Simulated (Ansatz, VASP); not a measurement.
CaMgF4 in VASP and in Ansatz

File INCAR:

```
PREC = Accurate ; ENCUT = 520
EDIFF = 1E-6 ; ISMEAR = 0
SIGMA = 0.1 ; LREAL = F
LASPH = T ; NELM = 60
ALGO = Normal ; ISIF = 2
LWAVE = F ; LCHARG = F
GGA = PE ; NBANDS = 29
```

File KPOINTS:

```
regular mesh
0
Gamma
  4 4 4
```

POSCAR

```
CaMgF4
1.0
    0.0000000000      3.4034829400      3.4034829400
    3.4034829400      0.0000000000      3.4034829400
    3.4034829400      3.4034829400      0.0000000000
Ca Mg F
1 1 4
Direct
    0.0000000000      0.0000000000      0.0000000000
    0.7500000000      0.7500000000      0.7500000000
    0.3759208700      0.3759208700      0.8722373800
    0.8722373800      0.3759208700      0.3759208700
    0.3759208700      0.3759208700      0.3759208700
    0.3759208700      0.8722373800      0.3759208700
```

Input for Ansatz:

```yaml
crystal:
  lattice:
    - [0.0, 3.40348294, 3.40348294]
    - [3.40348294, 0.0, 3.40348294]
    - [3.40348294, 3.40348294, 0.0]
  atoms:
    - { symbol: Ca, position: [0.0, 0.0, 0.0] }
    - { symbol: Mg, position: [0.75, 0.75, 0.75] }
    - { symbol: F, position: [0.37592087, 0.37592087, 0.87223738] }
    - { symbol: F, position: [0.87223738, 0.37592087, 0.37592087] }
    - { symbol: F, position: [0.37592087, 0.37592087, 0.37592087] }
    - { symbol: F, position: [0.37592087, 0.87223738, 0.37592087] }
basis:
  ecutwfc: 420
kpoints:
  mp_grid: { grid: [4, 4, 4] }
hamiltonian:
  xc: pbe
scf:
  occupations: { method: gaussian, width: 0.1 }
  lower_state_search: "off"
output:
  forces: true
  stress: true
  eigenvalues: true
```

Change from the starting cell: species swapped into the TmCdCu4 type (F-43m, No. 216).

Alike in both runs: task single point; functional PBE; k mesh 4 × 4 × 4; occupations gaussian, width 0.1 eV; no spin polarisation.

```csv
,VASP,Ansatz
version,VASP 6.6.1,Ansatz 0.2.0
potentials or method,"VASP PAW PBE potentials, release 64 (Ca_sv, Mg, F)","scalar-relativistic, plane waves, PAW"
plane-wave cutoff (eV),520,420
valence electrons in the cell,40,48
```

Ansatz gave:

- gap on the k mesh at the Fermi level (eV): none
- pressure (GPa): -3.3
- rms of the force components (eV/Å): 0.094

Task: Which values does VASP return?

Result: gap on the k mesh at the Fermi level (eV): none; pressure (GPa): -3.5; rms of the force components (eV/Å): 0.094.

Atom by atom the forces differ by 0.000 eV/Å (rms over components). A gap of «none» marks a metal or a gap that the smearing closes. The two sets of potentials don't hold the same shells in valence.

Caveats: the k mesh is coarse (spacing up to 0.40 Å⁻¹), so the values aren't converged.
